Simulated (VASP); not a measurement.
All values below come from LDA (Ceperley-Alder, Perdew-Zunger), VASP's LDA PAW potentials (set 64) (plane waves; VASP 6.6.1).

A VASP calculation is set up with these files.

### POSCAR
```
MgS
3.6543790
  0.0000000000   0.7071067095   0.7071067095
  0.7071067095   0.0000000000   0.7071067095
  0.7071067095   0.7071067095   0.0000000000
Mg S
1 1
direct
  0.0000000000   0.0000000000   0.0000000000
  0.5000000000   0.5000000000   0.5000000000
```

**KPOINTS**
```
Automatic mesh
0
Gamma
9 9 9
0 0 0
```

### INCAR
```
SYSTEM=MgS
PREC=Accurate; ENCUT=520; LREAL=.False.
LASPH=.True.
EDIFF=1E-7; NELM=100; ALGO=Normal
ISMEAR=0; SIGMA=0.05
ISIF=2
LWAVE=.False.; LCHARG=.False.
```

POTCAR, in this order: Mg S (LDA.64 set). Program: vasp_std.

Q: What will the output report for the number of irreducible k-points (NKPTS), largest plane-wave count, number of space-group operations, FFT grid (NGX, NGY, NGZ)?

A: 
```yaml
number of irreducible k-points (NKPTS): 35
largest_plane_wave_count: 944
number_of_space_group_operations: 48
FFT grid (NGX, NGY, NGZ): 28 × 28 × 28
```

The compound is MgS in the rock salt structure. This cell is one point of a volume scan, at 1.03 of the reference volume.
